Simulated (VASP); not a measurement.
Given:

```
MnS
1.0
    5.32440     2.66220     2.66220
    2.66220     5.32440     2.66220
    2.66220     2.66220     5.32440
Mn S
2 2
Direct
  0.00000   0.00000   0.00000
  0.50000   0.50000   0.50000
  0.25000   0.25000   0.25000
  0.75000   0.75000   0.75000
```
Starting moments (μB, in the order of the record's atoms Mn Mn S S): 5.0 -5.0 0.0 0.0.

The numbers are results of PBE GGA, VASP's PBE PAW potentials (set 64) (plane waves; VASP), not measurements. Run with 400 eV cut-off, KSPACING 0.35 per Å, Gaussian smearing of 0.050 eV, potentials Mn_pv S.

Give the stress tensor in GPa (positive for a compressed cell).

```
-7.41  -0.20  -0.20
-0.20  -7.41  -0.20
-0.20  -0.20  -7.41
```
The pressure is its mean diagonal, -7.41 GPa.

The compound is MnS in the rock salt, AFM-II order structure. The cell was not relaxed at this level. The run is one of a series of settings (KGAMMA = .TRUE., KSPACING = 0.35, KPOINTS file removed against the base run), some of them coarse on purpose.
